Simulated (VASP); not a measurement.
Take SnO$_{2}$ (rutile), with a static lattice, in VASP with PAW potentials, and its lattice constant a.

**Question.** One run gives 4.811 Å. Which level is it?
(A) PBEsol
(B) SCAN
(C) PBE-D3 (zero damping)
(D) revPBE

**Answer.** C, PBE-D3 (zero damping).  The others give 4.766 (SCAN), 4.868 (revPBE), 4.774 (PBEsol).

Only levels that ran to the end are used. Left out are those held back, those with too coarse a band path, GW runs whose mesh misses a band edge, hybrids' fits of cells that aren't cubic and levels without matching references; a question may draw on a part of the rest.

The compound is SnO2 in the rutile structure.
